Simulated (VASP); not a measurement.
Consider the following.

```yaml
crystal:
  lattice:
    - [0.00000, 2.07000, 2.07000]
    - [2.07000, 0.00000, 2.07000]
    - [2.07000, 2.07000, 0.00000]
  atoms:
    - { symbol: V, position: [0.00000, 0.00000, 0.00000] }
    - { symbol: N, position: [0.50000, 0.50000, 0.50000] }
```

Calculation: PBE GGA + U (Dudarev), VASP's PBE PAW potentials (set 64) (plane waves; VASP 6.6.1). Run with 520 eV cut-off, 14×14×14 Γ-centred mesh, first-order Methfessel-Paxton smearing of 0.10 eV, potentials V_sv N, U − J: V 5.00 eV.

### Question
What does the run give for the energy per atom (σ→0), pressure, band gap (on the k-mesh) with the smallest direct gap where there is one?

### Answer

```yaml
band gap (on the k-mesh): none (metal, semimetal or under 0.01 eV)
energy per atom (σ→0): -6.988 eV/atom
pressure: 9.14 GPa
```

The compound is VN in the rock salt structure, which distorts at low temperature. The cell was not relaxed at this level. The run is one of a series of settings (LDAU = .TRUE., LDAUJ = 0 0, LDAUL = 2 -1, LDAUTYPE = 2, LDAUU = 5.0 0 against the base run), some of them coarse on purpose. The run is not spin-polarised, so no magnetic state was tried. VASP warned that the highest band is occupied, so more bands are needed.
